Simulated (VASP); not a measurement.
Input:

```xyz
4
Lattice="3.2769 0.0000 0.0000 -1.6384 2.8378 0.0000 0.0000 0.0000 5.3451" Properties=species:S:1:pos:R:3 pbc="T T T"
Al     0.0000     0.0000     0.0000
Al     0.0000     0.0000     2.6725
P      0.0000     1.8919     1.3363
P      1.6384     0.9459     4.0088
```

Computed with PBEsol GGA, VASP's PBE PAW potentials (set 64) (plane waves; VASP). Numerical set-up: 500 eV cut-off, 11×11×6 Γ-centred mesh, first-order Methfessel-Paxton smearing of 0.10 eV, potentials Al P.

Task: Estimate the energy per atom (σ→0), pressure, band gap (on the k-mesh) with the smallest direct gap where there is one.

Result: 
```yaml
band gap (on the k-mesh): none (metal, semimetal or under 0.01 eV)
energy per atom (σ→0): -4.932 eV/atom
pressure: 45.01 GPa
```

Total energies compare only between runs with the same potentials, cut-off and functional.

The structure was generated: AlP was put into the NiAs type type (P6_3/mmc), which need not be its known phase. It was relaxed first under an external pressure of 45 GPa.
